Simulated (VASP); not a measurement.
# GaSb: how cutoff and mesh change the relaxed cell, part 2 of 2

How far does the relaxed cell of GaSb depend on cutoff and k mesh? The starting structure is a cell with measured lattice constants from the literature and the atomic positions of a computed structure of the Materials Project. The first relaxation on each setting starts from this cell expanded by 3 % in volume.

VASP 6.6.1.

Results so far: reference 28.60 Å³ an atom; a cutoff of 280 eV 28.33 Å³ an atom; a 4×4×4 mesh 28.92 Å³ an atom.

### 5. Relaxation with a cutoff of 600 eV

Level of this step: PBEsol; plane waves and PAW (Sb, Ga_d) (VASP).

Against step 2 the input has ENCUT = 600. This run starts from the cell of an earlier relaxation, which isn't shown; the restart sets up the plane waves anew.

INCAR reads:

```
SYSTEM = GaSb
PREC = Accurate
ENCUT = 600
EDIFF = 1E-06
NELM = 100
ISMEAR = 0
SIGMA = 0.03
LREAL = .FALSE.
ALGO = Normal
GGA = PS
NBANDS = 15
LORBIT = 11
LWAVE = .FALSE.
LCHARG = .FALSE.
KPAR = 8
IBRION = 2
NSW = 50
ISIF = 3
EDIFFG = -0.006
```

POSCAR reads:

```
GaSb
1.0
    0.0000000000      3.0591178829      3.0591178829
    3.0591178829      0.0000000000      3.0591178829
    3.0591178829      3.0591178829      0.0000000000
Sb Ga
1 1
Direct
    0.2500000000      0.2500000000      0.2500000000
    0.0000000000      0.0000000000      0.0000000000
```

KPOINTS reads:

```
Automatic mesh
0
Gamma
6 6 6
0 0 0
```

Potentials, in the order of the species: Sb and Ga_d (PBE family, release 64).

On the command line:

```console
> mpirun -np 8 vasp_std
```

The log of the run:

```text
[... set-up lines as in an earlier step ...]
 entering main loop
       N       E                     dE             d eps       ncg     rms          rms(c)
DAV:   1     0.895362604670E+02    0.89536E+02   -0.91686E+03   480   0.162E+03
DAV:   2    -0.101243954198E+01   -0.90549E+02   -0.85822E+02   557   0.344E+02
DAV:   3    -0.809738504874E+01   -0.70849E+01   -0.70657E+01   599   0.739E+01
DAV:   4    -0.822162857008E+01   -0.12424E+00   -0.12423E+00   585   0.110E+01
[...]
DAV:  10    -0.812138794847E+01    0.42279E-05   -0.21826E-05   614   0.431E-02    0.850E-03
DAV:  11    -0.812139830712E+01   -0.10359E-04   -0.12573E-05   543   0.245E-02    0.469E-03
DAV:  12    -0.812139847210E+01   -0.16498E-06   -0.48052E-07   499   0.729E-03
   1 F= -.81213985E+01 E0= -.81212768E+01  d E =-.812140E+01
[...]
reached required accuracy - stopping structural energy minimisation
```

The job ended after 5.8 s (8 MPI ranks of AMD EPYC 7R43, shared host; peak memory 1.5 GiB; 40 s of CPU time).

From OUTCAR (step 5):

```text
  Total       -0.0009220     -0.0009220     -0.0009220      0.0000000      0.0000000      0.0000000
  in kB       -0.0257990     -0.0257990     -0.0257990      0.0000000      0.0000000      0.0000000
  external PRESSURE =      -0.0257990 kB  Pullay stress =       0.0000000 kB

 POSITION                                       TOTAL-FORCE (eV/Angst)
 -----------------------------------------------------------------------------------
      1.52956      1.52956      1.52956         0.000000      0.000000      0.000000
      0.00000      0.00000      0.00000        -0.000000     -0.000000     -0.000000
 -----------------------------------------------------------------------------------
    total drift:                                0.000000      0.000000      0.000000

  FREE ENERGIE OF THE ION-ELECTRON SYSTEM (eV)
  ---------------------------------------------------
  free  energy   TOTEN  =        -8.1213984721 eV

  energy  without entropy=       -8.1211552092  energy(sigma->0) =       -8.12127684

[... 2 parts as in an earlier step ...]

[... 2 further parts left out ...]
[key lines of the parts left out:]
E-fermi :   4.7498
```

With a cutoff of 600 eV the cell ends at 28.628 Å³ an atom, +0.08 % from the reference; the bulk modulus is 45.8 GPa against 46.0 GPa.

### 6. Relaxation with an 8×8×8 mesh

Against step 2 the input has an 8×8×8 mesh. This run starts from the cell of an earlier relaxation, which isn't shown; the restart sets up the plane waves anew.

Edit INCAR of step 5 so:

```diff
@@ -2,3 +2,3 @@
 PREC = Accurate
-ENCUT = 600
+ENCUT = 450
 EDIFF = 1E-06
```

POSCAR reads:

```
GaSb
1.0
    0.0000000000      3.0563485058      3.0563485058
    3.0563485058      0.0000000000      3.0563485058
    3.0563485058      3.0563485058      0.0000000000
Sb Ga
1 1
Direct
    0.2500000000      0.2500000000      0.2500000000
    0.0000000000      0.0000000000      0.0000000000
```

KPOINTS reads:

```
Automatic mesh
0
Gamma
8 8 8
0 0 0
```

On the command line:

```console
> mpirun -np 8 vasp_std
```

The log of the run:

```text
[... set-up lines as in an earlier step ...]
 entering main loop
       N       E                     dE             d eps       ncg     rms          rms(c)
DAV:   1     0.716721956739E+02    0.71672E+02   -0.80605E+03   870   0.138E+03
DAV:   2    -0.296316121980E+01   -0.74635E+02   -0.72315E+02  1017   0.264E+02
DAV:   3    -0.815717079926E+01   -0.51940E+01   -0.51834E+01  1010   0.623E+01
DAV:   4    -0.824604483120E+01   -0.88874E-01   -0.88862E-01  1139   0.921E+00
[...]
DAV:  10    -0.814686917082E+01    0.87734E-05   -0.20494E-05  1154   0.420E-02    0.111E-02
DAV:  11    -0.814687867141E+01   -0.95006E-05   -0.12886E-05  1003   0.260E-02    0.512E-03
DAV:  12    -0.814687873821E+01   -0.66800E-07   -0.40623E-07   869   0.659E-03
   1 F= -.81468787E+01 E0= -.81468268E+01  d E =-.814688E+01
[...]
reached required accuracy - stopping structural energy minimisation
```

It took 4.4 s on 8 MPI ranks; peak memory 1.2 GiB.

OUTCAR, selected parts (step 6):

```text
  Total       -0.0004605     -0.0004605     -0.0004605      0.0000000      0.0000000     -0.0000000
  in kB       -0.0129221     -0.0129221     -0.0129221      0.0000000      0.0000000     -0.0000000
  external PRESSURE =      -0.0129221 kB  Pullay stress =       0.0000000 kB

 POSITION                                       TOTAL-FORCE (eV/Angst)
 -----------------------------------------------------------------------------------
      1.52817      1.52817      1.52817         0.000000      0.000000     -0.000000
      0.00000      0.00000      0.00000        -0.000000     -0.000000      0.000000
 -----------------------------------------------------------------------------------
    total drift:                                0.000000      0.000000      0.000000

  FREE ENERGIE OF THE ION-ELECTRON SYSTEM (eV)
  ---------------------------------------------------
  free  energy   TOTEN  =        -8.1468787382 eV

  energy  without entropy=       -8.1467749087  energy(sigma->0) =       -8.14682682

[... 1 part as in an earlier step ...]

[... 3 further parts left out ...]
[key lines of the parts left out:]
E-fermi :   4.7753
```

With an 8×8×8 mesh the cell ends at 28.550 Å³ an atom, -0.19 % from the reference; the bulk modulus is 49.5 GPa against 46.0 GPa.

### 7. The runs compared

| run | volume (Å³/atom) | change (%) | bulk modulus (GPa) | pressure left (GPa) | core minutes |
| --- | --- | --- | --- | --- | --- |
| reference | 28.605 | - | 46.0 | -0.01 | 1.49 |
| a cutoff of 280 eV | 28.327 | -0.97 | 48.0 | 0.03 | 1.15 |
| a 4×4×4 mesh | 28.925 | 1.12 | 42.4 | 0.03 | 0.533 |
| a cutoff of 600 eV | 28.628 | 0.08 | 45.8 | 0.0 | 2.67 |
| an 8×8×8 mesh | 28.55 | -0.19 | 49.5 | 0.0 | 1.81 |

Core minutes are wall time times ranks, summed over the relaxations behind a row (those for a bulk modulus apart), on shared hosts.

### 8. Results

```
volume of the reference                          : 28.60 Å³/atom
volume against the reference, a cutoff of 280 eV : -0.97 %
volume against the reference, a 4×4×4 mesh       : +1.12 %
volume against the reference, a cutoff of 600 eV : +0.08 %
volume against the reference, an 8×8×8 mesh      : -0.19 %
```

In words: The volume moves most with a 4×4×4 mesh: +1.12 % against the reference (450 eV, 6×6×6 mesh). On finer settings it changes by +0.08 % with a cutoff of 600 eV and -0.19 % with an 8×8×8 mesh. The relaxations stop with up to 0.03 GPa left, which at the bulk modulus found here is 0.07 % of the volume. That understates it: a restart alone still moved the volume by up to 0.5 %. A cell that shrinks at the lower cutoff is the usual mark of Pulay stress, the error that a plane-wave basis makes when it is kept while the volume changes. The bulk modulus is more sensitive: it changes by -7.7 % with a 4×4×4 mesh. Further runs on this material are not shown.

[Lines on the potential files, build, host, timing and source positions are cut from VASP's logs without a mark.]

[Logs are printed without paths, hosts, clocks, repeated set-up lines and the standing remarks that a program may print on its own settings, such as how far it seeks lower states.]

[Hosts, paths, dates, database ids (printed as entryN), source tags and the programs' standing remarks are cut or masked in the printed files.]
